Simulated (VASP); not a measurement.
Input for VASP

File POSCAR:
```
Os
1
    1.3597766167    -2.3552018387     0.0000000000
    1.3597766167     2.3552018387     0.0000000000
    0.0000000000     0.0000000000     4.2870489777
Os
2
Direct
  0.3333330000   0.6666670000   0.2500000000
  0.6666670000   0.3333330000   0.7500000000
```

File KPOINTS:
```
kpoints
0
gamma
17 17 10
```

**INCAR**
```
SYSTEM = Os
PREC = Accurate
ENCUT = 520
EDIFF = 1E-7
NELM = 100
ALGO = Normal
LREAL = .FALSE.
LASPH = .TRUE.
ISMEAR = -5
LMAXMIX = 6
LWAVE = .FALSE.
LCHARG = .TRUE.
LORBIT = 11
NEDOS = 601
ISIF = 2
```

POTCAR, in this order: Os (LDA.64 set). Program: vasp_std.

Question: Write an equivalent input for Ansatz.

Answer: One equivalent input (not run):
Ansatz 0.2 input:
```yaml
crystal:
  lattice:
    - [1.3597766, -2.3552018, 0.0000000]
    - [1.3597766, 2.3552018, 0.0000000]
    - [0.0000000, 0.0000000, 4.2870490]
  atoms:
    - { symbol: Os, position: [0.3333330, 0.6666670, 0.2500000] }
    - { symbol: Os, position: [0.6666670, 0.3333330, 0.7500000] }
kpoints:
  mp_grid: { grid: [17, 17, 10] }
hamiltonian:
  xc: lda
  pseudopotentials: { kind: paw }
scf:
  occupations: { method: tetrahedron }
  max_iter: 100
output: { forces: true, stress: true, eigenvalues: true }
```
Limits of the translation: each code has its own PAW files, so the cut-off isn't converted (ENCUT is set for VASP's; basis.ecutwfc is left out, and Ansatz then takes the one that its files recommend); Ansatz stops its SCF on the density residual and VASP on the energy change (EDIFF); Ansatz's lda is the Perdew-Wang form, while the LDA potentials of VASP carry Perdew-Zunger's.

The compound is Os in the hcp structure. It was relaxed first.
